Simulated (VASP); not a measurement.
VASP input:

**KPOINTS**
```
Automatic
0
G
7 7 7
```

POSCAR:
```
CdF2
1
    0.0000000000     2.6579661536     2.6579661536
    2.6579661536     0.0000000000     2.6579661536
    2.6579661536     2.6579661536     0.0000000000
Cd F
1 2
Direct
  0.0000000000   0.0000000000   0.0000000000
  0.2500000000   0.2500000000   0.2500000000
  0.7500000000   0.7500000000   0.7500000000
```

INCAR:
```
SYSTEM = CdF2
PREC = Accurate; ENCUT = 520; LREAL = .FALSE.
LASPH = .TRUE.
EDIFF = 1E-6; NELM = 100; ALGO = Normal
LMAXMIX = 4
ISMEAR = 0; SIGMA = 0.05
IBRION = 2; NSW = 60; ISIF = 3
EDIFFG = -0.02
LWAVE = .FALSE.; LCHARG = .FALSE.
```

POTCAR, in this order: Cd F (LDA.64 set). Program: vasp_std.

Problem. Translate this LDA calculation to Ansatz.

Solution. One equivalent input (not run):
Ansatz 0.2 input:
```yaml
crystal:
  lattice:
    - [0.0000000, 2.6579662, 2.6579662]
    - [2.6579662, 0.0000000, 2.6579662]
    - [2.6579662, 2.6579662, 0.0000000]
  atoms:
    - { symbol: Cd, position: [0.0000000, 0.0000000, 0.0000000] }
    - { symbol: F, position: [0.2500000, 0.2500000, 0.2500000] }
    - { symbol: F, position: [0.7500000, 0.7500000, 0.7500000] }
kpoints:
  mp_grid: { grid: [7, 7, 7] }
hamiltonian:
  xc: lda
  pseudopotentials: { kind: paw }
scf:
  occupations: { method: gaussian, width: 0.05 }
  max_iter: 100
relax:
  max_steps: 60
  f_tol: 0.02
  cell: {}
output: { forces: true, stress: true, eigenvalues: true }
```
The two are equivalent in intent, not identical: each code has its own PAW files, so the cut-off isn't converted (ENCUT is set for VASP's; basis.ecutwfc is left out, and Ansatz then takes the one that its files recommend); Ansatz stops its SCF on the density residual and VASP on the energy change (EDIFF); Ansatz's lda is the Perdew-Wang form, while the LDA potentials of VASP carry Perdew-Zunger's.

The structure comes from a computed database's CdF2 entry (Fm-3m); how it stands against other phases isn't given here. It was relaxed first. The start is the result of an earlier pass.
